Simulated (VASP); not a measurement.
An input for Ansatz (written as the equivalent of a VASP run, and not itself run):

Ansatz 0.2 input:
```yaml
crystal:
  lattice:
    - [4.1406556, -0.0000000, 0.0000000]
    - [-2.0703278, 3.5859142, 0.0000000]
    - [0.0000000, 0.0000000, 7.1003697]
  atoms:
    - { symbol: Cd, position: [0.3333330, 0.6666670, 0.0067874] }
    - { symbol: Cd, position: [0.6666670, 0.3333330, 0.5067874] }
    - { symbol: Te, position: [0.3333330, 0.6666670, 0.3682126] }
    - { symbol: Te, position: [0.6666670, 0.3333330, 0.8682126] }
kpoints:
  mp_grid: { grid: [6, 6, 3] }
hamiltonian:
  xc: pbesol
  pseudopotentials: { kind: paw }
scf:
  occupations: { method: gaussian, width: 0.05 }
  max_iter: 100
relax:
  max_steps: 40
  f_tol: 0.02
  cell: { p_target: 20 }
output: { forces: true, stress: true, eigenvalues: true }
```

Problem. Write the VASP files for the same calculation (PBEsol).

Solution. One answer among several that fit: 
**POSCAR**
```
CdTe
1
    4.1406556329    -0.0000000013    -0.0000000000
   -2.0703278177     3.5859141764    -0.0000000000
   -0.0000000000     0.0000000000     7.1003697360
Cd Te
2 2
Direct
  0.3333330000   0.6666670000   0.0067873541
  0.6666670000   0.3333330000   0.5067873541
  0.3333330000   0.6666670000   0.3682126459
  0.6666670000   0.3333330000   0.8682126459
```

**KPOINTS**
```
kpoints
0
G
 6 6 3
0 0 0
```

### INCAR
```
SYSTEM = CdTe
PREC = Accurate; ENCUT = 500; LREAL = .False.
LASPH = .True.
EDIFF = 1E-6; NELM = 100; ALGO = Normal
LMAXMIX = 4
ISMEAR = 0; SIGMA = 0.05
GGA = PS
IBRION = 2; NSW = 40; ISIF = 3
EDIFFG = -0.02; PSTRESS = 200
LWAVE = .False.; LCHARG = .False.
```

POTCAR, in this order: Cd Te (PBE.64 set). Program: vasp_std.

What does not carry over: each code has its own PAW files, so the cut-off isn't converted (ENCUT is set for VASP's; basis.ecutwfc is left out, and Ansatz then takes the one that its files recommend); Ansatz stops its SCF on the density residual and VASP on the energy change (EDIFF).

The structure was generated: CdTe was put into the wurtzite type (P6_3mc), which need not be its known phase. It was relaxed first under an external pressure of 20 GPa.
